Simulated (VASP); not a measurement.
These are RPA correlation on PBE orbitals, VASP's PBE PAW potentials (set 64) (plane waves; VASP) values and carry that method's errors.

VASP input:

File KPOINTS:
```
Automatic mesh
0
Gamma
4 4 4
0 0 0
```

**POSCAR**
```
AlN
3.1776080
  0.0000000000   0.7071067293   0.7071067293
  0.7071067293   0.0000000000   0.7071067293
  0.7071067293   0.7071067293   0.0000000000
Al N
1 1
Cartesian
  0.0000000000   0.0000000000   0.0000000000
  0.3535533647   0.3535533647   0.3535533647
```

### INCAR
```
# general
SYSTEM  = AlN
PREC    = Normal
ENCUT   = 500
LREAL   = .FALSE.   # projection in real space or not
LASPH   = .TRUE.
NBANDS  = 588

# electronic loop
ALGO    = ACFDT

# smearing
ISMEAR  = 0
SIGMA   = 0.01   # width (eV)

# functional
GGA     = PE   # PBE

# output
LWAVE   = .FALSE.
LCHARG  = .FALSE.

# other
NOMEGA  = 12
ENCUTGW = 300
```

POTCAR, in this order: Al_GW N_GW_new (PBE.64 set). Program: vasp_std. Read from the step before: WAVECAR, WAVEDER.

Output

### OSZICAR
```
energies w=
    0.000    0.726    0.000    2.341    0.000    4.492    0.000    7.718
    0.000   12.879    0.000   21.449    0.000   36.035    0.000   61.403
    0.000  106.648    0.000  190.726    0.000  362.939    0.000  849.505
NQ=   1    0.0000    0.0000    0.0000,
 performed       1765000 updates of chi_q(r,r)
NQ=   2    0.2500    0.0000    0.0000,
 performed       3530000 updates of chi_q(r,r)
NQ=   3    0.5000    0.0000    0.0000,
 performed       5295000 updates of chi_q(r,r)
NQ=   4    0.2500    0.2500    0.0000,
 performed       7060000 updates of chi_q(r,r)
NQ=   5    0.5000    0.2500    0.0000,
 performed       8825000 updates of chi_q(r,r)
NQ=   6   -0.2500    0.2500    0.0000,
 performed      10590000 updates of chi_q(r,r)
NQ=   7    0.5000    0.5000    0.0000,
 performed      12355000 updates of chi_q(r,r)
NQ=   8   -0.2500    0.5000    0.2500,
 performed      14120000 updates of chi_q(r,r)
```

### OUTCAR
```


      cutoff energy     smooth cutoff   RPA   correlation   Hartree contr. to MP2
---------------------------------------------------------------------------------
            300.000           240.000      -12.5006937960      -19.8321174863
            285.714           228.571      -12.4433737525      -19.7694775863
            272.109           217.687      -12.3815945886      -19.7013735234
            259.151           207.321      -12.3148015691      -19.6270602549
            246.811           197.449      -12.2419179203      -19.5452344961
            235.058           188.046      -12.1644926996      -19.4574492233
            223.865           179.092      -12.0808896883      -19.3616359529
            213.204           170.564      -11.9906559566      -19.2570657114
  linear regression
  converged value                          -13.2640797037      -20.6952074491
```
(Selected blocks of OUTCAR.)

The mesh is coarse, so the correlation energy is not converged in k-points.

The compound is AlN in the zinc blende structure, a metastable form; wurtzite is the usual one. This cell is one point of a volume scan, at 1.08 of the reference volume. The k-mesh is coarse (spacing up to 0.61 per Å, 2π included), so the numbers may not be converged in it.
